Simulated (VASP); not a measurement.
Data:

```xyz
2
Lattice="0.0000 2.7342 2.7342 2.7342 0.0000 2.7342 2.7342 2.7342 0.0000" Properties=species:S:1:pos:R:3 pbc="T T T"
Si     0.0000     0.0000     0.0000
Si     1.3671     1.3671     1.3671
```

The numbers are results of PBE GGA, VASP's PBE PAW potentials (set 64) (plane waves; VASP), not measurements. Settings: 400 eV cut-off, 15×15×15 Γ-centred mesh, Gaussian smearing of 0.010 eV, potentials Si.

Task: Give the electronic dielectric tensor ε∞ (DFPT, local fields included).

Result: 
```
13.0  0.00  0.00
0.00  13.0  0.00
0.00  0.00  13.0
```

Task: Give the Born effective charges.

Result: 
```
atom  Z*xx  Z*yy  Z*zz  mean
----  ----  ----  ----  ----
Si1   0.00  0.00  0.00  0.00
Si2   0.00  0.00  0.00  0.00
```

Task: Which frequencies do the optical Γ-point modes have (no LO-TO splitting)?

Result: 503 (×3) cm⁻¹.

The compound is Si in the diamond structure. It was relaxed first.
